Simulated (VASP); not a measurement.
# TiO2 (Rutile): the relaxed cell at several levels

Aim: relax TiO2 (Rutile) at several levels and hold each cell against experiment. The levels: LDA, PBE, r2SCAN, PBE + D3(BJ), r2SCAN + rVV10, AM05, optB86b-vdW and BLYP + D3(BJ). The start is a cell from a database of measured crystal structures.

Program: VASP 6.6.1. Level of theory: LDA; plane waves and PAW (Ti_sv, O), in the first sound run; inputs show where later runs differ. Results are calculated unless marked as measured.

The experiments to compare with:

For TiO2, rutile (bulk substrate material, quoted from earlier work), “Strain-stabilized superconductivity” (2020, arxiv:2005.06543) quotes earlier work: lattice constant a 4.594 Å [literature value for the substrate]; lattice constant c 2.959 Å [literature value for the substrate].

### Step 1. Set-up

Before any relaxation, the start is as follows. The structure is tetragonal, space group P4_2/mnm (No. 136). Conventional cell: a = 4.592 Å, b = 4.592 Å, c = 2.957 Å, α = 90.00°, β = 90.00°, γ = 90.00°. Nearest to Ti lie 6 O at 1.95 to 1.98 Å. Nearest to O lie 3 Ti at 1.95 to 1.98 Å. Farther neighbours and most contacts between anions are not listed.

Structure file:

```xyz
6
Lattice="4.5922 0.0000 0.0000 0.0000 4.5922 0.0000 0.0000 0.0000 2.9574" Properties=species:S:1:pos:R:3 pbc="T T T"
Ti    0.0000    0.0000    0.0000
Ti    2.2961    2.2961    1.4787
O     1.4004    1.4004    0.0000
O     0.8957    3.6965    1.4787
O     3.1918    3.1918    0.0000
O     3.6965    0.8957    1.4787
```

### Step 2. Relaxation with LDA

The start need not lie at this functional's minimum. ISIF = 3 frees volume, shape and positions, and EDIFFG sets the threshold on forces and stress at which the search stops. LDA, the lowest rung, knows the local density alone.

INCAR reads:

```
SYSTEM = TiO2
PREC = Accurate
ENCUT = 560
EDIFF = 1E-06
NELM = 100
ISMEAR = -1
SIGMA = 0.05
LREAL = .FALSE.
ALGO = Normal
GGA = CA
NBANDS = 30
LASPH = .TRUE.
LORBIT = 11
LWAVE = .FALSE.
LCHARG = .FALSE.
KPAR = 4
IBRION = 2
NSW = 60
ISIF = 3
EDIFFG = -0.01
```

POSCAR reads:

```
TiO2
1.0
    4.5922000000      0.0000000000      0.0000000000
    0.0000000000      4.5922000000      0.0000000000
    0.0000000000      0.0000000000      2.9574000000
Ti O
2 4
Direct
    0.0000000000      0.0000000000      0.0000000000
    0.5000000000      0.5000000000      0.5000000000
    0.3049600000      0.3049600000      0.0000000000
    0.1950400000      0.8049600000      0.5000000000
    0.6950400000      0.6950400000      0.0000000000
    0.8049600000      0.1950400000      0.5000000000
```

KPOINTS reads:

```
Automatic mesh
0
Gamma
5 5 8
0 0 0
```

The projector-augmented-wave data sets are Ti_sv and O (PBE family, release 64).

The run is started by

```console
mpirun -np 4 vasp_std
```

Log:

```text
[banner, memory and clock lines left out]
running    4 mpi-ranks, on    1 nodes
 distrk:  each k-point on    1 cores,    4 groups
 distr:  one band on    1 cores,    1 groups

 POSCAR found type information on POSCAR TiO
 POSCAR found :  2 types and       6 ions
|                                                                             |
|               ----> ADVICE to this user running VASP <----                  |
|                                                                             |
|     You enforced a specific xc type in the INCAR file but a different       |
|     [... a line on the potential file left out ...]
|     I HOPE YOU KNOW WHAT YOU ARE DOING!                                     |
|                                                                             |

 LDA part: xc-table for (Slater(with rela. corr.)+CA(PZ))
 , standard interpolation
 POSCAR, INCAR and KPOINTS ok, starting setup
 FFT: planning ... GRIDC
 FFT: planning ... GRID_SOFT
 FFT: planning ... GRID
 WAVECAR not read
 entering main loop
       N       E                     dE             d eps       ncg     rms          rms(c)
DAV:   1     0.681942921519E+03    0.68194E+03   -0.25687E+04  1800   0.198E+03
DAV:   2     0.402990515428E+02   -0.64164E+03   -0.60943E+03  1920   0.570E+02
DAV:   3    -0.705599600340E+02   -0.11086E+03   -0.10760E+03  2720   0.209E+02
DAV:   4    -0.754036804653E+02   -0.48437E+01   -0.48371E+01  2462   0.451E+01
DAV:   5    -0.755867642634E+02   -0.18308E+00   -0.18303E+00  2462   0.734E+00    0.316E+01
DAV:   6    -0.597057951710E+02    0.15881E+02   -0.98321E+01  2268   0.969E+01    0.121E+01
DAV:   7    -0.592236818059E+02    0.48211E+00   -0.15366E+01  2188   0.327E+01    0.853E+00
DAV:   8    -0.591522833042E+02    0.71399E-01   -0.43606E+00  2138   0.208E+01    0.478E+00
DAV:   9    -0.589004938945E+02    0.25179E+00   -0.15534E+00  2146   0.120E+01    0.115E+00
DAV:  10    -0.589092085151E+02   -0.87146E-02   -0.11620E-01  2222   0.267E+00    0.486E-01
DAV:  11    -0.589055643839E+02    0.36441E-02   -0.15071E-02  2016   0.836E-01    0.877E-02
DAV:  12    -0.589057652259E+02   -0.20084E-03   -0.13785E-03  2230   0.389E-01    0.166E-01
DAV:  13    -0.589055017754E+02    0.26345E-03   -0.92814E-04  2248   0.295E-01    0.258E-02
DAV:  14    -0.589055025421E+02   -0.76669E-06   -0.38190E-05  2244   0.486E-02    0.103E-02
DAV:  15    -0.589055028209E+02   -0.27880E-06   -0.38581E-06  1906   0.123E-02
   1 F= -.58905503E+02 E0= -.58905503E+02  d E =-.589055E+02
 curvature:   0.00 expect dE= 0.000E+00 dE for cont linesearch  0.000E+00
 trial: gam= 0.00000 g(F)=  0.232E-05 g(S)=  0.169E+00 ort = 0.000E+00 (trialstep = 0.100E+01)
 search vector abs. value=  0.169E+00
 bond charge predicted
       N       E                     dE             d eps       ncg     rms          rms(c)
DAV:   1    -0.601650599381E+02   -0.12596E+01   -0.40803E+01  2456   0.675E+01    0.109E+01
DAV:   2    -0.590592214508E+02    0.11058E+01   -0.44721E+00  2288   0.194E+01    0.433E+00
DAV:   3    -0.588228533958E+02    0.23637E+00   -0.15310E+00  2136   0.883E+00    0.995E-01
DAV:   4    -0.588474207812E+02   -0.24567E-01   -0.34805E-01  2220   0.266E+00    0.811E-01
DAV:   5    -0.588513820709E+02   -0.39613E-02   -0.11350E-02  2462   0.893E-01    0.559E-01
DAV:   6    -0.588678979877E+02   -0.16516E-01   -0.30131E-02  2234   0.989E-01    0.323E-01
DAV:   7    -0.588698074419E+02   -0.19095E-02   -0.13414E-02  2644   0.666E-01    0.118E-01
DAV:   8    -0.588700831636E+02   -0.27572E-03   -0.54069E-04  2228   0.216E-01    0.205E-02
DAV:   9    -0.588701286538E+02   -0.45490E-04   -0.24380E-04  2648   0.596E-02    0.719E-03
DAV:  10    -0.588701292079E+02   -0.55412E-06   -0.70401E-06  2086   0.178E-02
   2 F= -.58870129E+02 E0= -.58870129E+02  d E =0.353736E-01
[...]
3 F= -.58942352E+02 E0= -.58942352E+02  d E =-.368489E-01
[...]
4 F= -.58942348E+02 E0= -.58942348E+02  d E =-.368455E-01
[...]
5 F= -.58944356E+02 E0= -.58944356E+02  d E =-.200761E-02
 trial-energy change:   -0.002008  1 .order   -0.002027   -0.003715   -0.000339
 step:   0.9787(harm=  0.9751)  dis= 0.00493  next Energy=   -58.944374 (dE=-0.203E-02)
 bond charge predicted
       N       E                     dE             d eps       ncg     rms          rms(c)
DAV:   1    -0.589443701586E+02   -0.14113E-04   -0.10240E-02  1800   0.638E-01    0.275E-02
DAV:   2    -0.589443753058E+02   -0.51472E-05   -0.19406E-04  1928   0.110E-01    0.170E-02
DAV:   3    -0.589443716121E+02    0.36937E-05   -0.15899E-05  2316   0.278E-02    0.666E-03
DAV:   4    -0.589443714852E+02    0.12696E-06   -0.33719E-06  1572   0.129E-02
   6 F= -.58944371E+02 E0= -.58944371E+02  d E =-.202321E-02
 curvature:  -0.50 expect dE=-0.139E-04 dE for cont linesearch -0.119E-06
 trial: gam=-0.00082 g(F)=  0.108E-06 g(S)=  0.277E-04 ort =-0.320E-04 (trialstep = 0.905E+00)
 search vector abs. value=  0.278E-04
 reached required accuracy - stopping structural energy minimisation
```

Run time: 40 s. Hardware: 4 MPI ranks of Intel Xeon Platinum 8488C (Sapphire Rapids), shared host; peak memory 0.75 GiB; 2.4 min of CPU time.

Lines that name or quote the potential files are left out of all logs, and their timing lines are given in words.

Parts of OUTCAR (step 2):

```text
ion  position               nearest neighbor table
   1  0.000  0.000  0.000-   4 1.95   6 1.95   4 1.95   6 1.95   5 1.98   3 1.98
   2  0.500  0.500  0.500-   3 1.95   5 1.95   3 1.95   5 1.95   4 1.98   6 1.98
   3  0.305  0.305  0.000-   2 1.95   2 1.95   1 1.98
   4  0.195  0.805  0.500-   1 1.95   1 1.95   2 1.98
   5  0.695  0.695  0.000-   2 1.95   2 1.95   1 1.98
   6  0.805  0.195  0.500-   1 1.95   1 1.95   2 1.98

  LATTYP: Found a simple tetragonal cell.
 ALAT       =     4.5922000000
 C/A-ratio  =     0.6440050520

 Subroutine GETGRP returns: Found 16 space group operations
 (whereof  8 operations were pure point group operations)

The static configuration has the point symmetry D_2h.
 The point group associated with its full space group is D_4h.

 Found     30 irreducible k-points:

   k-points           NKPTS =     30   k-points in BZ     NKDIM =     30   number of bands    NBANDS=     30

   dimension x,y,z NGX =    36 NGY =   36 NGZ =   24
   dimension x,y,z NGXF=    72 NGYF=   72 NGZF=   48

   ENCUT  =  560.0 eV  41.16 Ry    6.42 a.u.   8.86  8.86  5.71*2*pi/ulx,y,z

   NELECT =      48.0000    total number of electrons

 k-points in reciprocal lattice and weights: Automatic mesh
   0.00000000  0.00000000  0.00000000       0.005
   0.20000000  0.00000000  0.00000000       0.020
   0.40000000  0.00000000  0.00000000       0.020
   0.20000000  0.20000000  0.00000000       0.020
   0.40000000  0.20000000  0.00000000       0.040
   0.40000000  0.40000000  0.00000000       0.020
   0.00000000  0.00000000  0.12500000       0.010
   0.20000000  0.00000000  0.12500000       0.040
   0.40000000  0.00000000  0.12500000       0.040
[...]
0.40000000  0.20000000  0.50000000       0.040
   0.40000000  0.40000000  0.50000000       0.020

 average (electrostatic) potential at core
       1 -75.4417       2 -75.4417       3 -68.9596       4 -68.9596       5 -68.9596
       6 -68.9596

 E-fermi :   5.6811

 k-point     1 :       0.0000    0.0000    0.0000
  band No.  band energies     occupation
    ...
     20       2.7909      2.00000
     21       4.1087      2.00000
     22       4.3314      2.00000
     23       4.3314      2.00000
     24       4.8061      2.00000
     25       6.6145      0.00000
     26       6.8983      0.00000
     27       7.1985      0.00000
     28       7.3119      0.00000
     29       7.3119      0.00000
    ...

 k-point     2 :       0.2000    0.0000    0.0000
  band No.  band energies     occupation
    ...
     20       2.8061      2.00000
     21       3.6192      2.00000
     22       3.8439      2.00000
     23       4.0296      2.00000
     24       4.6513      2.00000
     25       6.8379      0.00000
     26       7.1670      0.00000
     27       7.4801      0.00000
     28       7.4994      0.00000
     29       7.5429      0.00000
    ...

 k-point     3 :       0.4000    0.0000    0.0000
  band No.  band energies     occupation
    ...
     20       2.2149      2.00000
     21       2.9510      2.00000
     22       3.3365      2.00000
     23       3.8886      2.00000
     24       4.2318      2.00000
     25       7.2046      0.00000
     26       7.3688      0.00000
     27       7.8011      0.00000
     28       7.8623      0.00000
     29       8.1139      0.00000
    ...

  Total        0.0305194      0.0305194      0.0397245      0.0000000      0.0000000      0.0000000
  in kB        0.8068638      0.8068638      1.0502257      0.0000000      0.0000000      0.0000000
  external PRESSURE =       0.8879844 kB  Pullay stress =       0.0000000 kB

  energy-cutoff  :      560.00
  volume of cell :       60.60
      direct lattice vectors                 reciprocal lattice vectors
     4.553906009 -0.000000000  0.000000000     0.219591708  0.000000000  0.000000000
    -0.000000000  4.553906009  0.000000000     0.000000000  0.219591708  0.000000000
     0.000000000  0.000000000  2.922257324     0.000000000  0.000000000  0.342201213

 POSITION                                       TOTAL-FORCE (eV/Angst)
 -----------------------------------------------------------------------------------
      0.00000      0.00000      0.00000        -0.000000     -0.000000      0.000000
      2.27695      2.27695      1.46113         0.000000     -0.000000      0.000000
      1.38378      1.38378      2.92226        -0.000529     -0.000529      0.000000
      0.89317      3.66073      1.46113         0.000529     -0.000529      0.000000
      3.17012      3.17012      0.00000         0.000529      0.000529     -0.000000
      3.66073      0.89317      1.46113        -0.000529      0.000529     -0.000000
 -----------------------------------------------------------------------------------
    total drift:                                0.000000     -0.000000      0.000000

  FREE ENERGIE OF THE ION-ELECTRON SYSTEM (eV)
  ---------------------------------------------------
  free  energy   TOTEN  =       -58.9443714852 eV

  energy  without entropy=      -58.9443714844  energy(sigma->0) =      -58.94437148

 reached required accuracy - stopping structural energy minimisation

 total charge
# of ion       s       p       d       tot
------------------------------------------
    1        2.234   6.330   1.784  10.349
    2        2.234   6.330   1.784  10.349
    3        1.558   3.489   0.000   5.047
    4        1.558   3.489   0.000   5.047
    5        1.558   3.489   0.000   5.047
    6        1.558   3.489   0.000   5.047
--------------------------------------------------
tot         10.701  26.618   3.569  40.887

[... 3 further parts left out ...]
```

The gap is read on the k-mesh alone, so it is an upper bound where the band edges lie off the mesh. The PAW data sets were made with PBE, though LDA sets exist; this is a small mismatch. The run keeps the 16 symmetry operations of its start, so it cannot find a distortion of lower symmetry.

Relaxation path:

```tsv
step	energy less that of the first step (eV)	largest force (eV/Å)	pressure (GPa)	volume (Å³)
1	0.0000	0.0035	-6.69	62.37
2	0.0354	0.3727	10.54	58.53
3	-0.0368	0.1447	-0.06	60.73
4	-0.0368	0.1476	0.03	60.70
5	-0.0389	0.0147	0.06	60.61
6	-0.0389	0.0007	0.09	60.60
```

```tsv
conventional cell, symmetrised	before	after	change
a (Å)	4.592	4.554	-0.8 %
b (Å)	4.592	4.554	-0.8 %
c (Å)	2.957	2.922	-1.2 %
volume (Å³/atom)	10.39	10.10	-2.8 %
```

Final coordinates:

```cif
data_structure
_symmetry_space_group_name_H-M 'P 1'
_symmetry_Int_Tables_number 1
_cell_length_a 4.5539
_cell_length_b 4.5539
_cell_length_c 2.9223
_cell_angle_alpha 90.000
_cell_angle_beta 90.000
_cell_angle_gamma 90.000
_cell_volume 60.60
loop_
_atom_site_label
_atom_site_type_symbol
_atom_site_fract_x
_atom_site_fract_y
_atom_site_fract_z
_atom_site_occupancy
Ti1 Ti 0.00000 0.00000 0.00000 1
Ti2 Ti 0.50000 0.50000 0.50000 1
O3 O 0.30387 0.30387 0.00000 1
O4 O 0.19613 0.80387 0.50000 1
O5 O 0.69613 0.69613 0.00000 1
O6 O 0.80387 0.19613 0.50000 1
```

Numbers from this step:

- electrons: 48
- bands: 30
- irreducible k-points: 30
- symmetry operations: 16
- free energy (TOTEN): -58.9444 eV
- Fermi energy: 5.681 eV
- pressure: 0.08880 GPa
- metallic: no
- valence top at k: 0, 0, 0
- conduction bottom at k: 0, 0, 0
- least direct gap at k: 0, 0, 0
- SCF cycles over all ionic steps: 51
- gap on the k-mesh: 1.808 eV
- least direct gap on the k-mesh: 1.808 eV

It ends with a largest force of 0.001 eV/Å and a pressure of 0.09 GPa. The volume lies -2.8 % from that of the database's start, which holds the thermal and zero-point expansion of its experiment. The conventional cell has a = 4.554 and c = 2.922 Å.

[end of part 1 of 3]

[Lines on the potential files, build, host, timing and source positions are cut from VASP's logs without a mark.]

[Logs are printed without paths, hosts, clocks, repeated set-up lines and the standing remarks that a program may print on its own settings, such as how far it seeks lower states.]

[Hosts, paths, dates, database ids (printed as entryN), source tags and the programs' standing remarks are cut or masked in the printed files.]

[A measured line is paired with the nearest computed mode of its activity, which favours agreement.]
